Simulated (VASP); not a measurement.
Consider the following.

```yaml
crystal:
  lattice:
    - [0.00000, 2.12193, 2.12193]
    - [2.12193, 0.00000, 2.12193]
    - [2.12193, 2.12193, 0.00000]
  atoms:
    - { symbol: Si, position: [0.00000, 0.00000, 0.00000] }
    - { symbol: C, position: [0.25000, 0.25000, 0.25000] }
```

All values below come from HSEsol screened hybrid, VASP's PBE PAW potentials (set 64) (plane waves; VASP). Run with 520 eV cut-off, 8×8×8 Γ-centred mesh, Gaussian smearing of 0.050 eV, potentials Si C.

### Question
Give the stress tensor in GPa (positive for a compressed cell).

### Answer

```
16.89   0.00   0.00
 0.00  16.89   0.00
 0.00   0.00  16.89
```
The pressure is its mean diagonal, 16.89 GPa.

The compound is SiC in the zinc blende structure. This cell is one point of a volume scan, at 0.91 of the reference volume. The cell's shape comes from a PBE relaxation.
